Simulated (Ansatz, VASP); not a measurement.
# Al11In10Ga11As32 (random zinc-blende (Ga, In, Al)As solid solution) in two plane-wave programs, part 2 of 3

Wanted: the spread between two codes on one cell, functional and k mesh. Of the first pair: The structure shown is the start of the Ansatz relaxation below; VASP solves that cell, so the two are compared at the walk's first step.

VASP 6.6.1 and Ansatz 0.2.0.

So far: The starting structure; Ansatz: relaxation, PBE.

## 3. VASP: single point, PBE, start cell, pair 1

Level of this step: PBE; plane waves and PAW (In_d, As, Ga_d, Al) (VASP).

The same cell, functional, mesh and smearing now go to VASP, with its own data sets.

Lines of VASP's logs that name or quote its potential files are left out, and so is its time.

The input, INCAR:

```
SYSTEM = Al11In10Ga11As32
PREC = Accurate
ENCUT = 400
EDIFF = 1E-06
NELM = 120
ISMEAR = -1
SIGMA = 0.025
LREAL = Auto
ALGO = Normal
GGA = PE
NBANDS = 280
LORBIT = 11
LWAVE = .FALSE.
LCHARG = .FALSE.
ISIF = 2
LASPH = .TRUE.
GGA_COMPAT = .FALSE.
EFERMI = MIDGAP
NCORE = 2
```

The input, POSCAR:

```
Al11In10Ga11As32
1.0
   11.5540000000      0.0000000000      0.0000000000
    0.0000000000     11.5540000000      0.0000000000
    0.0000000000      0.0000000000     11.5540000000
In As Ga Al
10 32 11 11
Direct
    0.9966764757      0.0100311580      0.0050285615
    0.9936558768      0.2460100398      0.2451012636
    0.2470486412      0.9957590445      0.2475765968
    0.0041111303      0.5035312446      0.9888263805
    0.9955686342      0.7610524494      0.2467370608
    0.9908689631      0.7511078414      0.7579193353
    0.5100138480      0.9867924528      0.0151635797
    0.5009693613      0.7496970746      0.2493595292
    0.7468928510      0.7529600138      0.9967803358
    0.7491777739      0.4935693266      0.7559892678
    0.1313311407      0.1302232993      0.1262766142
    0.1306041198      0.3801367492      0.3735070106
    0.3669897871      0.1243638567      0.3660896659
    0.3639259131      0.3777393111      0.1157607755
    0.1272632854      0.1300328890      0.6280422365
    0.1241128613      0.3710489874      0.8701575212
    0.3648693093      0.1295828285      0.8711615025
    0.3834516185      0.3753678380      0.6369828631
    0.1241042063      0.6205729617      0.1175263978
    0.1128267267      0.8694218452      0.3662108361
    0.3738878311      0.6299030639      0.3709970573
    0.3648433443      0.8847498702      0.1277220010
    0.1308031850      0.6336074087      0.6379435693
    0.1158992557      0.8754716981      0.8723212740
    0.3832265882      0.6255322832      0.8763718193
    0.3709105072      0.8734637355      0.6263458542
    0.6293577982      0.1264497144      0.1341526744
    0.6251860827      0.3658906007      0.3721568288
    0.8703133114      0.1141942185      0.3675869829
    0.8722087589      0.3921931799      0.1162194911
    0.6253159079      0.1417171542      0.6218539034
    0.6202613813      0.3791587329      0.8682966938
    0.8714557729      0.1250389476      0.8605677687
    0.8751601177      0.3777306560      0.6291933530
    0.6316081011      0.6359096417      0.1304137095
    0.6294789683      0.8843171196      0.3785009521
    0.8771594253      0.6166262766      0.3819369915
    0.8705037217      0.8751341527      0.1183572789
    0.6246408170      0.6137441579      0.6302319543
    0.6155530552      0.8825861174      0.8718539034
    0.8802232993      0.6241388264      0.8682187987
    0.8824736022      0.8700017310      0.6277393111
    0.2373809936      0.2516184871      0.0009520512
    0.9867924528      0.9953609140      0.4978362472
    0.9945386879      0.2496018695      0.7510126363
    0.2561190930      0.0068893890      0.7566557037
    0.2445127229      0.4984940280      0.7504240956
    0.7645577289      0.9934395015      0.2445300329
    0.7595897525      0.2371905833      0.9942876926
    0.4985892332      0.0021637528      0.4947983382
    0.7521031677      0.0006318158      0.7427817206
    0.7555132422      0.4894495413      0.2648606543
    0.5007789510      0.7463475853      0.7537822399
    0.2616063701      0.2580405055      0.5021031677
    0.2551670417      0.5087761814      0.2626795915
    0.2467110957      0.7447031331      0.9997836247
    0.9990133287      0.4982603427      0.5002683053
    0.2480439675      0.7477496971      0.5011511165
    0.4977670071      0.2537303098      0.2548987364
    0.5125584213      0.2507529860      0.7358577116
    0.7448675783      0.2566210836      0.4966591657
    0.5051410767      0.5011078414      0.0040332352
    0.4948589233      0.4944175177      0.4951012636
    0.7532283192      0.7539639952      0.5153020599
```

The input, KPOINTS:

```
Automatic mesh
0
Gamma
1 1 1
0 0 0
```

PAW data sets: In_d, As, Ga_d and Al (PBE family, release 64).

Started as:

```sh
> mpirun -np 8 vasp_gam
```

Numbers of over 12 decimals in the logs are rounded to 6 here.

What it wrote:

```text
[banner, memory and clock lines left out]
running    8 mpi-ranks, on    1 nodes
[...]
LDA part: xc-table for (Slater+PW92), standard interpolation
 POSCAR, INCAR and KPOINTS ok, starting setup
[...]
entering main loop
       N       E                     dE             d eps       ncg     rms          rms(c)
DAV:   1     0.652737306724E+04    0.65274E+04   -0.16397E+05   560   0.184E+03
DAV:   2     0.156432956158E+04   -0.49630E+04   -0.48124E+04   560   0.544E+02
DAV:   3     0.610354244705E+01   -0.15582E+04   -0.14343E+04   696   0.238E+02
DAV:   4    -0.242856990106E+03   -0.24896E+03   -0.23318E+03   688   0.906E+01
[...]
DAV:  15    -0.256028088745E+03   -0.19690E-04   -0.15440E-04   816   0.444E-02    0.219E-02
DAV:  16    -0.256028092579E+03   -0.38339E-05   -0.32355E-05   776   0.186E-02    0.832E-03
DAV:  17    -0.256028091907E+03    0.67173E-06   -0.55163E-06   448   0.254E-02
   1 F= -.25602809E+03 E0= -.25602772E+03  d E =-.746649E-03
```

From OUTCAR (step 3):

```text
  Total       52.7874476     50.3834783     51.7386205      7.6483578      3.2329306     -4.9291923
  in kB       54.8332713     52.3361341     53.7437959      7.9447766      3.3582256     -5.1202275
  external PRESSURE =      53.6377338 kB  Pullay stress =       0.0000000 kB

 POSITION                                       TOTAL-FORCE (eV/Angst)
 -----------------------------------------------------------------------------------
     11.51560      0.11590      0.05810         0.415223     -0.130816     -0.828636
     11.48070      2.84240      2.83190         0.057483      1.358109      0.165669
      2.85440     11.50500      2.86050        -1.482394      0.621384      1.300188
      0.04750      5.81780     11.42490         0.257269     -0.339466      0.144904
     11.50280      8.79320      2.85080        -1.065485     -3.124729     -1.339484
     11.44850      8.67830      8.75700         1.739796      0.211220     -0.712523
      5.89270     11.40140      0.17520        -1.162748      2.391422     -0.340361
      5.78820      8.66200      2.88110        -0.181880      1.606365      0.192581
      8.62960      8.69970     11.51680         0.049051     -0.309235     -1.454107
      8.65600      5.70270      8.73470         0.635182      0.745074     -0.304326
      1.51740      1.50460      1.45900        -0.185420      0.458761     -0.597688
      1.50900      4.39210      4.31550         0.058283      0.018751      0.900204
      4.24020      1.43690      4.22980         1.445539      1.263694      1.716591
      4.20480      4.36440      1.33750         0.922427      0.308366      1.155656
[...]
-----------------------------------------------------------------------------------
    total drift:                               -0.000136     -0.001911     -0.000422

  FREE ENERGIE OF THE ION-ELECTRON SYSTEM (eV)
  ---------------------------------------------------
  free  energy   TOTEN  =      -256.0280919069 eV

  energy  without entropy=     -256.0273452579  energy(sigma->0) =     -256.02771858

[... 2 further parts left out ...]
```

The run ends at a pressure of 5.36 GPa, with forces up to 4.4 eV/Å.

## 4. Side by side

Known differences besides the potentials themselves: the data sets hold 786 valence electrons in Ansatz (on its default PAW (the set named soft_2) files) and 466 in VASP; the cutoff is 420 eV in Ansatz and 400 eV in VASP (PREC = Accurate, projectors in real space). Total energies have different zeros and are not compared.

Forces on 9 of the 64 atoms, those with the largest forces and the largest differences (eV/Å; atoms numbered as in POSCAR):

```
atom          Ansatz x, y, z            VASP x, y, z
 In5  -1.068, -3.119, -1.344  -1.065, -3.125, -1.339
As20     1.944, 1.445, 3.664     1.942, 1.443, 3.657
As22   0.456, -3.351, -1.532   0.451, -3.351, -1.534
As31   0.964, -2.308, -1.076   0.968, -2.325, -1.085
As32   -1.041, -2.122, 2.273   -1.041, -2.121, 2.279
As35    0.082, -3.105, 0.082    0.082, -3.112, 0.083
As38    -0.217, 0.854, 0.296    -0.208, 0.847, 0.285
As40   1.493, -0.941, -2.378   1.492, -0.936, -2.376
Al60    -1.620, 0.506, 2.450    -1.633, 0.507, 2.473
```

The forces differ by 5.6 meV/Å r.m.s., which is 0.5 % of the r.m.s. force of 1.097 eV/Å (both taken over all components).

## 5. Ansatz: relaxation, PBE

This run makes the geometry at which the two programs are then compared.

The structure compared here is the end of the Ansatz relaxation.

This is the run of step 2 again, met here at its other cell.

## 6. VASP: single point, PBE, relaxed atoms in a fixed cell, pair 2

The same cell, functional, mesh and smearing now go to VASP, with its own data sets.

INCAR is that of step 3.

The input, POSCAR:

```
Al11In10Ga11As32
1.0
   11.5540000000      0.0000000000      0.0000000000
    0.0000000000     11.5540000000      0.0000000000
    0.0000000000      0.0000000000     11.5540000000
In As Ga Al
10 32 11 11
Direct
    0.9995100000      0.0051900000      0.9954200000
    0.9981800000      0.2532700000      0.2543100000
    0.2517300000      0.0023200000      0.2545100000
    0.0049300000      0.4968900000      0.0004000000
    0.9987500000      0.7472400000      0.2554100000
    0.0044500000      0.7536500000      0.7433000000
    0.5004100000      0.0050600000      0.9957900000
    0.4994900000      0.7467400000      0.2553900000
    0.7438500000      0.7512400000      0.0003500000
    0.7450600000      0.4959000000      0.7452200000
    0.1328200000      0.1363700000      0.1184100000
    0.1332900000      0.3814200000      0.3820300000
    0.3825900000      0.1348700000      0.3831800000
    0.3749000000      0.3743700000      0.1258700000
    0.1259600000      0.1252400000      0.6229500000
    0.1309300000      0.3691600000      0.8643400000
    0.3690800000      0.1330800000      0.8650400000
    0.3781500000      0.3751400000      0.6246000000
    0.1408400000      0.6250600000      0.1267300000
    0.1245400000      0.8753000000      0.3917300000
    0.3673700000      0.6179900000      0.3838900000
    0.3708100000      0.8685300000      0.1183500000
    0.1321100000      0.6169000000      0.6186300000
    0.1400200000      0.8758300000      0.8742200000
    0.3777400000      0.6230100000      0.8721100000
    0.3739500000      0.8773800000      0.6220000000
    0.6287300000      0.1318100000      0.1336900000
    0.6223300000      0.3740500000      0.3794600000
    0.8698600000      0.1212900000      0.3840100000
    0.8615400000      0.3761600000      0.1254200000
    0.6228500000      0.1307600000      0.6253200000
    0.6140100000      0.3681500000      0.8803400000
    0.8659400000      0.1343200000      0.8664600000
    0.8814700000      0.3682000000      0.6153900000
    0.6220100000      0.6098600000      0.1262500000
    0.6278200000      0.8828800000      0.3825900000
    0.8658100000      0.6164400000      0.3846900000
    0.8675500000      0.8840600000      0.1329300000
    0.6162300000      0.6314000000      0.6154100000
    0.6231900000      0.8764800000      0.8575400000
    0.8760300000      0.6256500000      0.8725500000
    0.8674900000      0.8820000000      0.6186300000
    0.2538700000      0.2552200000      0.9940800000
    0.9980000000      0.0024000000      0.5042200000
    0.0007800000      0.2483000000      0.7444900000
    0.2515700000      0.0023600000      0.7455400000
    0.2544100000      0.4978700000      0.7470300000
    0.7476400000      0.0050500000      0.2571600000
    0.7445000000      0.2509000000      0.0004000000
    0.5012200000      0.0046200000      0.5040000000
    0.7470600000      0.0056300000      0.7432600000
    0.7446900000      0.4954100000      0.2553900000
    0.4954000000      0.7508800000      0.7435800000
    0.2521900000      0.2528000000      0.5037700000
    0.2540500000      0.4978100000      0.2519800000
    0.2549800000      0.7457600000      0.9951700000
    0.0020400000      0.4984100000      0.4997100000
    0.2510500000      0.7484800000      0.5039700000
    0.5009100000      0.2542800000      0.2520700000
    0.4976300000      0.2512800000      0.7480000000
    0.7480200000      0.2494000000      0.5002600000
    0.4955300000      0.4965900000      0.0001900000
    0.4975300000      0.4991000000      0.4999000000
    0.7470100000      0.7526100000      0.4999300000
```

KPOINTS is that of step 3.

Started as:

```sh
> mpirun -np 8 vasp_gam
```

What it wrote:

```text
[... set-up lines as in an earlier step ...]
 entering main loop
       N       E                     dE             d eps       ncg     rms          rms(c)
DAV:   1     0.653932053143E+04    0.65393E+04   -0.16240E+05   576   0.186E+03
DAV:   2     0.152768808234E+04   -0.50116E+04   -0.48465E+04   568   0.553E+02
DAV:   3    -0.112483651775E+02   -0.15389E+04   -0.14348E+04   704   0.239E+02
DAV:   4    -0.251875792193E+03   -0.24063E+03   -0.22569E+03   680   0.902E+01
[...]
DAV:  15    -0.264593032566E+03   -0.31358E-04   -0.28601E-04   736   0.486E-02    0.246E-02
DAV:  16    -0.264593036878E+03   -0.43120E-05   -0.39033E-05   648   0.238E-02    0.693E-03
DAV:  17    -0.264593036498E+03    0.37999E-06   -0.98201E-06   496   0.339E-02
   1 F= -.26459304E+03 E0= -.26459303E+03  d E =-.417155E-05
```

Parts of OUTCAR (step 6):

```text
  Total       33.6414819     33.6825041     33.3134489     -0.1589969     -0.2202838     -0.0466329
  in kB       34.9452869     34.9878989     34.6045407     -0.1651590     -0.2288211     -0.0484402
  external PRESSURE =      34.8459089 kB  Pullay stress =       0.0000000 kB

 POSITION                                       TOTAL-FORCE (eV/Angst)
 -----------------------------------------------------------------------------------
     11.54834      0.05997     11.50108        -0.003448     -0.009277     -0.008117
     11.53297      2.92628      2.93830         0.009569      0.005704      0.008307
      2.90849      0.02681      2.94061         0.005386      0.011931      0.001307
      0.05696      5.74107      0.00462         0.004088     -0.012592      0.012723
     11.53956      8.63361      2.95101         0.005783     -0.009504      0.016645
      0.05142      8.70767      8.58809         0.008032     -0.001764     -0.005083
      5.78174      0.05846     11.50536        -0.010857     -0.000455      0.005325
      5.77111      8.62783      2.95078         0.001332      0.004806      0.008603
      8.59444      8.67983      0.00404        -0.012885     -0.001978      0.005356
      8.60842      5.72963      8.61027        -0.012883     -0.006905     -0.018292
      1.53460      1.57562      1.36811        -0.010549     -0.003909     -0.010337
      1.54003      4.40693      4.41397         0.000551     -0.006379     -0.012353
      4.42044      1.55829      4.42726         0.005389     -0.002876     -0.005955
      4.33159      4.32547      1.45430        -0.003686      0.014389     -0.011318
[...]
-----------------------------------------------------------------------------------
    total drift:                               -0.017835      0.010945     -0.019721

  FREE ENERGIE OF THE ION-ELECTRON SYSTEM (eV)
  ---------------------------------------------------
  free  energy   TOTEN  =      -264.5930364981 eV

  energy  without entropy=     -264.5930323265  energy(sigma->0) =     -264.59303441

[... 2 parts as in an earlier step ...]
```

The run ends at a pressure of 3.48 GPa, with forces up to 0.035 eV/Å.

## 7. Comparison

What differs besides the data sets and the points named for the pairs above, as far as they apply: the data sets hold 786 valence electrons in Ansatz (on its default PAW (the set named soft_2) files) and 466 in VASP. Total energies have different zeros and are not compared.

The two programs side by side:

```csv
quantity,Ansatz,VASP,difference
gap on the k mesh (eV),0.644,0.646,-0.002
```

The largest component of a force difference here is 15 meV/Å. A gap on the mesh is an upper bound, since the band edges may lie between its points.

(Part 2 of 3 ends here.)

[Lines on the potential files, build, host, timing and source positions are cut from VASP's logs without a mark.]

[Logs are printed without paths, hosts, clocks, repeated set-up lines and the standing remarks that a program may print on its own settings, such as how far it seeks lower states.]

[Hosts, paths, dates, database ids (printed as entryN), source tags and the programs' standing remarks are cut or masked in the printed files.]
